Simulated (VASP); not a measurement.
A convergence study with VASP on W (space group Im-3m): one setting is varied, all else stays as given below, so the limit is that of these other settings. Each run relaxes cell and ions from the cell shown. The basis is that of the starting cell, so low cut-offs carry a Pulay error.

```xyz
1
Lattice="-1.5721 1.5721 1.5721 1.5721 -1.5721 1.5721 1.5721 1.5721 -1.5721" Properties=species:S:1:pos:R:3 pbc="T T T"
W      0.0000     0.0000     0.0000
```

These are PBE GGA, VASP's PBE PAW potentials (set 64) (plane waves; VASP) values and carry that method's errors. The tightest run used: 600 eV cut-off, 15×15×15 Γ-centred mesh, Fermi-Dirac smearing of 0.10 eV, potentials W_sv.

Question: The settings run are ENCUT = 150; ENCUT = 180; ENCUT = 210; ENCUT = 255; ENCUT = 300; ENCUT = 360; ENCUT = 450; ENCUT = 600. From which on does the relaxed volume stay within 0.1 Å³/atom of the tightest run?

Answer: From ENCUT = 255 on: it is off by 0.055 there and by no more than 0.1 in any finer run, while ENCUT = 210 is off by 0.273.
```csv
setting,relaxed volume (Å³/atom),E (eV/atom),plane waves,difference judged (Å³/atom)
ENCUT = 150,13.867,-13.4594,71,2.304
ENCUT = 180,15.165,-12.9404,96,1.006
ENCUT = 210,15.897,-12.9393,116,0.273
ENCUT = 255,16.116,-12.9492,152,0.055
ENCUT = 300,16.117,-12.9478,192,0.053
ENCUT = 360,16.151,-12.9504,248,0.020
ENCUT = 450,16.169,-12.9522,366,0.002
ENCUT = 600,16.171,-12.9526,537,0.000
```

Left out are rungs that failed or repeat a setting and relaxations that didn't move; long series are thinned to 24 rows.

The structure is a typed W crystal (space group no. 229).
